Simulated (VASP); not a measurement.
```xyz
2
Lattice="0.0000 2.5401 2.5401 2.5401 0.0000 2.5401 2.5401 2.5401 0.0000" Properties=species:S:1:pos:R:3 pbc="T T T"
Li     0.0000     0.0000     0.0000
Cl     2.5401     2.5401     2.5401
```

All values below come from PBE GGA with D3 dispersion (zero damping), VASP's PBE PAW potentials (set 64) (plane waves; VASP 6.6.1). Settings: 520 eV cut-off, 10×10×10 Γ-centred mesh, tetrahedra with Blöchl corrections, potentials Li_sv Cl.

Task: What does the run give for the energy per atom (σ→0), band gap (on the k-mesh) with the smallest direct gap where there is one?

Result: 
```
Property                                      Value
-----------------------------------  --------------
band gap (on the k-mesh)                    6.51 eV
smallest direct gap (on the k-mesh)         6.51 eV
energy per atom (σ→0)                -3.860 eV/atom
```

The absolute energy has meaning only against runs of the same code, potentials and settings.

The compound is LiCl in the rock salt structure. It was relaxed first.
